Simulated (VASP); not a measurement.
Level of theory: PBE GGA, VASP's PBE PAW potentials (set 64) (plane waves; VASP).

A VASP calculation is set up with these files.

INCAR:
```
# general
SYSTEM =Si2W
PREC   =Accurate
ENCUT  =300
LREAL  =.FALSE.
LASPH  =.TRUE.   # aspherical one-centre terms

# electronic loop
EDIFF  =1E-6   # SCF stop (eV)
NELM   =100   # most electronic steps
ALGO   =Normal   # blocked Davidson
LMAXMIX=6   # l cut-off of mixed one-centre charges

# smearing
ISMEAR =-1   # Fermi-Dirac
SIGMA  =0.05

# functional
GGA    =PE

# ions
IBRION =2   # conjugate gradients
NSW    =50   # most ionic steps
ISIF   =3
EDIFFG =-0.01   # ionic stop

# output
LWAVE  =.FALSE.
LCHARG =.FALSE.
```

File POSCAR:
```
Si2W
1.0
 -1.6073650000   1.6073650000   3.9010300000
  1.6073650000  -1.6073650000   3.9010300000
  1.6073650000   1.6073650000  -3.9010300000
Si W
2 1
Cartesian
 -0.0000000000   0.0000000000   2.6136120794
  0.0000000000  -0.0000000000   5.1884479206
  0.0000000000   0.0000000000   0.0000000000
```

### KPOINTS
```
Automatic mesh
0
Gamma
12 12 12
0 0 0
```

POTCAR, in this order: Si W_sv (PBE.64 set). Program: vasp_std.

At this cut-off the stress carries a Pulay error, which pulls relaxed volumes low. Unless said otherwise, spin-orbit coupling is left out, though it shifts the bands of the heavy elements here.

### Question
Estimate the energy per atom (σ→0), volume per atom, band gap (on the k-mesh).

### Answer

energy per atom (σ→0): -8.265 eV/atom
band gap (on the k-mesh): none (metal, semimetal or under 0.01 eV)
volume per atom: 13.64 Å³/atom

OSZICAR:
```
...
   4 F= -.24794782E+02 E0= -.24793780E+02  d E =-.824604E-02
       N       E                     dE             d eps       ncg     rms          rms(c)
DAV:   1    -0.247952419469E+02   -0.46004E-03   -0.11372E-02  5352   0.113E+00    0.145E-01
DAV:   2    -0.247949739920E+02    0.26795E-03   -0.78031E-04  6010   0.253E-01    0.463E-02
DAV:   3    -0.247949139748E+02    0.60017E-04   -0.98515E-05  6052   0.774E-02    0.238E-02
DAV:   4    -0.247949052273E+02    0.87475E-05   -0.23594E-05  6143   0.418E-02    0.156E-02
DAV:   5    -0.247949055423E+02   -0.31497E-06   -0.13086E-06  3211   0.911E-03
   5 F= -.24794906E+02 E0= -.24793929E+02  d E =-.124034E-03
```

The structure comes from a computed database's Si2W entry (I4/mmm); how it stands against other phases isn't given here. This run relaxes it. Symmetry was kept, so distortions that lower it aren't found. The run is one of a series of settings (EDIFFG = -0.01, IBRION = 2, ISIF = 3, NSW = 50 against the base run), some of them coarse on purpose.
